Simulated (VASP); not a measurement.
Here is the system:

```xyz
2
Lattice="3.9541 0.0000 0.0000 -1.9771 3.4244 0.0000 0.0000 0.0000 3.9358" Properties=species:S:1:pos:R:3 pbc="T T T"
Lu     0.0000     0.0000     1.9679
Te     1.9771     1.1415     0.0000
```

These are PBEsol GGA, VASP's PBE PAW potentials (set 64) (plane waves; VASP) values and carry that method's errors. Settings: 400 eV cut-off, 10×10×8 Γ-centred mesh, first-order Methfessel-Paxton smearing of 0.10 eV, potentials Lu_3 Te.

Unless said otherwise, spin-orbit coupling is left out, though it shifts the bands of the heavy elements here.

What does the run give for the energy per atom (σ→0), band gap (on the k-mesh) with the smallest direct gap where there is one?

The band gap (on the k-mesh) comes out as none (metal, semimetal or under 0.01 eV). The energy per atom (σ→0) is -5.376 eV/atom.

The absolute energy has meaning only against runs of the same code, potentials and settings.

The structure comes from a computed database's LuTe entry (P-6m2); how it stands against other phases isn't given here. It was relaxed first. The start is the result of an earlier pass. The electron count is odd and the run is not spin-polarised, which forces a metal.
